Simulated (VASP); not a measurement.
A convergence study with VASP on Ni (space group Fm-3m): a few settings are varied, all else stays as given below, so the limit is that of these other settings.

```xyz
1
Lattice="0.0000 1.7547 1.7547 1.7547 0.0000 1.7547 1.7547 1.7547 0.0000" Properties=species:S:1:pos:R:3 pbc="T T T"
Ni     0.0000     0.0000     0.0000
```
Starting moments (μB, in the order of the record's atoms Ni): 1.0.

Calculation: PBE GGA, VASP's PBE PAW potentials (set 64) (plane waves; VASP 6.6.1). The last row used: 300 eV cut-off, 19×19×19 Γ-centred mesh, tetrahedra with Blöchl corrections, potentials Ni.

```tsv
setting	E (eV/atom)	pressure (GPa)	moment (μB)	irreducible k-points
7×7×7 mesh	-5.4810	0.60	0.552	20
8×8×8 mesh	-5.4699	1.13	0.560	29
10×10×10 mesh	…	…	…	47
13×13×13 mesh	-5.4795	0.92	0.600	84
16×16×16 mesh	-5.4793	0.94	0.612	145
19×19×19 mesh	…	…	…	220
```

Task: Complete the blanks.

Result: 
- 10×10×10 mesh, E (eV/atom): -5.4817
- 10×10×10 mesh, pressure (GPa): 0.91
- 10×10×10 mesh, moment (μB): 0.588
- 19×19×19 mesh, E (eV/atom): -5.4798
- 19×19×19 mesh, pressure (GPa): 1.02
- 19×19×19 mesh, moment (μB): 0.618

Left out are rungs that failed or repeat a setting and relaxations that didn't move; long series are thinned to 24 rows.

The structure is a typed Ni crystal (space group no. 225). The cell was not relaxed at this level. The spin order is the one that the start imposed; others were not tried in this run.
